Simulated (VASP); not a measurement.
Data:

```yaml
crystal:
  lattice:
    - [0.00000, 2.26380, 2.26380]
    - [2.26380, 0.00000, 2.26380]
    - [2.26380, 2.26380, 0.00000]
  atoms:
    - { symbol: Al, position: [0.00000, 0.00000, 0.00000] }
    - { symbol: N, position: [0.25000, 0.25000, 0.25000] }
```

All values below come from vdW-DF2, VASP's PBE PAW potentials (set 64) (plane waves; VASP). Settings: 520 eV cut-off, 10×10×10 Γ-centred mesh, Gaussian smearing of 0.050 eV, potentials Al N.

Q: Predict the energy per atom (σ→0), pressure, band gap (on the k-mesh) with the smallest direct gap where there is one.

A: 
- band gap (on the k-mesh): 3.58 eV
- smallest direct gap (on the k-mesh): 3.58 eV
- energy per atom (σ→0): -5.821 eV/atom
- pressure: -9.43 GPa

Total energies compare only between runs with the same potentials, cut-off and functional.

The compound is AlN in the zinc blende structure, a metastable form; wurtzite is the usual one. This cell is one point of a volume scan, at 1.06 of the reference volume.
